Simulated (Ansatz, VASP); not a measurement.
# TaTl6: VASP beside Ansatz

```
Ta Tl
1.0
    -4.19792    4.19792    4.19792
     4.19792   -4.19792    4.19792
     4.19792    4.19792   -4.19792
Ta Tl
1 6
Direct
  0.00000 0.00000 0.00000
  0.67349 0.67349 0.00000
  0.32651 0.32651 0.00000
  0.00000 0.32651 0.32651
  0.00000 0.67349 0.67349
  0.67349 0.00000 0.67349
  0.32651 0.00000 0.32651
```

Change from the starting cell: species swapped into the MoF6 type (Im-3m, No. 229).

Alike in both runs: functional PBE; k mesh 4 × 4 × 4; occupations gaussian, width 0.1 eV; no spin polarisation.

Ansatz relaxed the structure, and its values are those at the end. VASP's run is a single point on that final structure, the one shown.

|  | VASP | Ansatz |
| --- | --- | --- |
| version | VASP 6.6.1 | Ansatz 0.2.0 |
| potentials or method | VASP PAW PBE potentials, release 64 (Ta_pv, Tl_d) | scalar-relativistic, plane waves, PAW |
| plane-wave cutoff (eV) | 520 | 420 |
| valence electrons in the cell | 89 | 91 |

VASP gave:

* gap on the k mesh at the Fermi level (eV): none
* pressure (GPa): -0.1
* rms of the force components (eV/Å): 0.003

**Question.** What did Ansatz give for the same quantities?

**Answer.** gap on the k mesh at the Fermi level (eV): none; pressure (GPa): 0.0; rms of the force components (eV/Å): 0.007.

A gap of «none» marks a metal or a gap that the smearing closes. The two sets of potentials don't hold the same shells in valence.

The runs have no spin-orbit coupling, so splittings on Ta, Tl are missing.
